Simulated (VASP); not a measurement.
Consider the following.

```xyz
2
Lattice="0.0000 2.3122 2.3122 2.3122 0.0000 2.3122 2.3122 2.3122 0.0000" Properties=species:S:1:pos:R:3 pbc="T T T"
Hf     0.0000     0.0000     0.0000
C      2.3122     2.3122     2.3122
```

All values below come from PBE GGA with D4 dispersion, VASP's PBE PAW potentials (set 64) (plane waves; VASP). Run with 520 eV cut-off, 15×15×15 Γ-centred mesh, tetrahedra with Blöchl corrections, potentials Hf_pv C.

Unless said otherwise, spin-orbit coupling is left out, though it shifts the bands of the heavy elements here.

### Question
What does the run give for the energy per atom (σ→0), band gap (on the k-mesh) with the smallest direct gap where there is one?

### Answer

- band gap (on the k-mesh) = none (metal, semimetal or under 0.01 eV)
- energy per atom (σ→0) = -10.775 eV/atom

The compound is HfC in the rock salt structure. It was relaxed first.
